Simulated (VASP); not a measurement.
## GaN: band gap against strain

GaN (zinc blende, F-43m, 11.355 Å³/atom at rest, cube axes along x, y and z) under a strain ε along a cube axis (axis z), the other axes held. PBEsol in VASP (plane waves, PAW), 600 eV, 12×12×12 Γ-centred mesh, Gaussian smearing 0.05 eV; ions are relaxed within the symmetry of each cell. Gaps are the smallest on the run's k-mesh, which can miss an edge that lies off it, without spin-orbit coupling; in all rows the valence edge lies at Γ and the conduction edge at Γ.

Here s stands for strain and Eg for gap.

| strain (%) | gap (eV) |
|---|---|
| 0.00 | 1.733 |
| 0.50 | 1.693 |
| 1.00 | 1.653 |
| 1.50 | 1.613 |
| 3.00 | ? |

Task: Fit Eg against s with a straight line, and predict the withheld value at s = 3.00.

Result: Means: s 0.75000, Eg 1.6730. About the means, the sum of products is -0.10000 and the sum of squares of s is 1.2500; the slope is their ratio. Least squares gives Eg = 1.7330 - 0.08000·s. Residuals (row less fit): 0.0000, 0.0000, 0.0000, 0.0000; standard error 0.0000 (degrees of freedom: 2). Over these rows the gap moves by -8.0 ± 0.03 eV per unit strain. At the withheld row, Eg = 1.7330 - 0.08000 × 3.0 = 1.4930 eV. The calculation gives 1.493 eV, which the fit meets to the printed digits. The row lies outside the fitted rows, so this is an extrapolation. The fitted rows scatter only by rounding.

GaN is here a metastable form; wurtzite is the usual one. Rows are the converged runs of the series near zero and its far end; series whose fitted rows scatter by over a few per cent of the range, as at a crossing or softening among them, aren't shown in this form. Most that stay on the fit to the last digits aren't either.
